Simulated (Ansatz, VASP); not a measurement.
One calculation of KAl3Pb2, two programs

INCAR

```
PREC = Accurate ; ENCUT = 520
EDIFF = 1E-6 ; ISMEAR = 0
SIGMA = 0.1 ; LREAL = False
LASPH = True ; NELM = 80
ALGO = Fast ; ISIF = 2
LWAVE = False ; LCHARG = False
GGA = PE ; NBANDS = 32
```

Contents of KPOINTS:

```
Automatic mesh
0
Gamma
  6 6 6
```

Contents of POSCAR:

```
KAl3Pb2
1.0
    2.3975692480      1.3842372507      9.0821775879
   -2.3975692480      1.3842372507      9.0821775879
    0.0000000000     -2.7684745015      9.0821775879
K Al Pb
1 3 2
Direct
    0.0000000000      0.0000000000      0.0000000000
    0.1364685626      0.1364685626      0.1364685626
    0.8635314374      0.8635314374      0.8635314374
    0.5000000000      0.5000000000      0.5000000000
    0.2405860540      0.2405860540      0.2405860540
    0.7594139460      0.7594139460      0.7594139460
```

Input for Ansatz:

```yaml
crystal:
  lattice:
    - [2.397569248, 1.3842372507, 9.0821775879]
    - [-2.397569248, 1.3842372507, 9.0821775879]
    - [0.0, -2.7684745015, 9.0821775879]
  atoms:
    - { symbol: K, position: [0.0, 0.0, 0.0] }
    - { symbol: Al, position: [0.1364685626, 0.1364685626, 0.1364685626] }
    - { symbol: Al, position: [0.8635314374, 0.8635314374, 0.8635314374] }
    - { symbol: Al, position: [0.5, 0.5, 0.5] }
    - { symbol: Pb, position: [0.240586054, 0.240586054, 0.240586054] }
    - { symbol: Pb, position: [0.759413946, 0.759413946, 0.759413946] }
basis:
  ecutwfc: 420
kpoints:
  mp_grid: { grid: [6, 6, 6] }
  band_path:
    path:
      - [[0.0, 0.0, 0.0], [0.5, 0.5, 0.5], [0.81784696, 0.18215304, 0.5]]
      - [[0.5, -0.18215304, 0.18215304], [0.5, 0.0, 0.0], [0.0, 0.0, 0.0], [0.34107652, -0.34107652, 0.0]]
      - [[0.65892348, 0.0, 0.34107652], [0.5, 0.0, 0.5], [0.0, 0.0, 0.0]]
    npoints: 14
hamiltonian:
  xc: pbe
scf:
  occupations: { method: gaussian, width: 0.1 }
  n_extra_bands: 15
output:
  forces: true
  stress: true
  eigenvalues: true
  populations: true
  dos: { projected: true, de: 0.02, nscf_kmesh: { grid: [8, 8, 8] } }
  bader: true
  write_density: true
  write_potential: true
  elf: true
  volumetric_format: npy
```

The cell was built by a generator and needn't be a form met in nature.

Alike in both runs: task single point; functional PBE; k mesh 6 × 6 × 6; occupations gaussian, width 0.1 eV; no spin polarisation.

```csv
,VASP,Ansatz
version,VASP 6.6.1,Ansatz 0.2.0
potentials or method,"VASP PAW PBE potentials, release 64 (K_sv, Al, Pb_d)","scalar-relativistic, plane waves, PAW"
plane-wave cutoff (eV),520,420
valence electrons in the cell,46,46
```

```tsv
	VASP	Ansatz	Ansatz less VASP
gap on the k mesh at the Fermi level (eV)	none	none	-
pressure (GPa)	0.0	0.0	+0.04
```

A gap of «none» marks a metal or a gap that the smearing closes.

The runs have no spin-orbit coupling, so splittings on Pb are missing.
